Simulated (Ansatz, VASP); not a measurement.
Two plane-wave programs on Hf2TaO3

File INCAR:

```
SYSTEM = Hf2TaO3
PREC = Accurate
ENCUT = 520
EDIFF = 1E-7
ISMEAR = 0
SIGMA = 0.1
LREAL = .FALSE.
LASPH = .TRUE.
NELM = 80
ALGO = Normal
ISIF = 2
LWAVE = .FALSE.
LCHARG = .TRUE.
GGA = PE
LELF = .TRUE.
LVHAR = .TRUE.
NBANDS = 34
```

The input KPOINTS:

```
regular mesh
0
G
  6 6 6
  0 0 0
```

File POSCAR:

```
Hf2TaO3
1.0
    2.2786773900      1.3155950000      4.0481413200
   -2.2786773900      1.3155950000      4.0481413200
    0.0000000000     -2.6311900100      4.0481413200
Hf Ta O
2 1 3
Direct
    0.8785759800      0.8785759800      0.8785759800
    0.1214240200      0.1214240200      0.1214240200
    0.5000000000      0.5000000000      0.5000000000
    0.5000000000      0.0000000000      0.5000000000
    0.5000000000      0.5000000000      0.0000000000
    0.0000000000      0.5000000000      0.5000000000
```

Input for Ansatz:

```yaml
crystal:
  lattice:
    - [2.27867739, 1.315595, 4.04814132]
    - [-2.27867739, 1.315595, 4.04814132]
    - [0.0, -2.63119001, 4.04814132]
  atoms:
    - { symbol: Hf, position: [0.87857598, 0.87857598, 0.87857598] }
    - { symbol: Hf, position: [0.12142402, 0.12142402, 0.12142402] }
    - { symbol: Ta, position: [0.5, 0.5, 0.5] }
    - { symbol: O, position: [0.5, 0.0, 0.5] }
    - { symbol: O, position: [0.5, 0.5, 0.0] }
    - { symbol: O, position: [0.0, 0.5, 0.5] }
basis:
  ecutwfc: 420
kpoints:
  mp_grid: { grid: [6, 6, 6] }
hamiltonian:
  xc: pbe
scf:
  occupations: { method: gaussian, width: 0.1 }
  lower_state_search: "off"
output:
  forces: true
  stress: true
  eigenvalues: true
```

Change from the starting cell: species swapped into the Ce2Fe3Rh type (R-3m, No. 166).

Alike in both runs: task single point; functional PBE; k mesh 6 × 6 × 6; occupations gaussian, width 0.1 eV; no spin polarisation.

|  | VASP | Ansatz |
| --- | --- | --- |
| version | VASP 6.6.1 | Ansatz 0.2.0 |
| potentials or method | VASP PAW PBE potentials, release 64 (Hf_pv, Ta_pv, O) | scalar-relativistic, plane waves, PAW |
| plane-wave cutoff (eV) | 520 | 420 |
| valence electrons in the cell | 49 | 83 |

|  | VASP | Ansatz | Ansatz less VASP |
| --- | --- | --- | --- |
| gap on the k mesh at the Fermi level (eV) | none | none | - |
| pressure (GPa) | 17.1 | 18.0 | +0.91 |
| largest component of the traceless stress (GPa) | 57.88 | 58.43 | +0.555 |
| rms of the force components (eV/Å) | 0.632 | 0.626 | -0.0060 |

Atom by atom the forces differ by 0.006 eV/Å (rms over components). A gap of «none» marks a metal or a gap that the smearing closes. The two sets of potentials don't hold the same shells in valence.

Caveats: so large a pressure means that the cell lies far from this level's equilibrium, or that cutoff or potentials fall short (VASP); an odd number of electrons without spin polarisation forces a metal; a magnetic or distorted state may lie lower. The runs have no spin-orbit coupling, so splittings on Hf, Ta are missing.
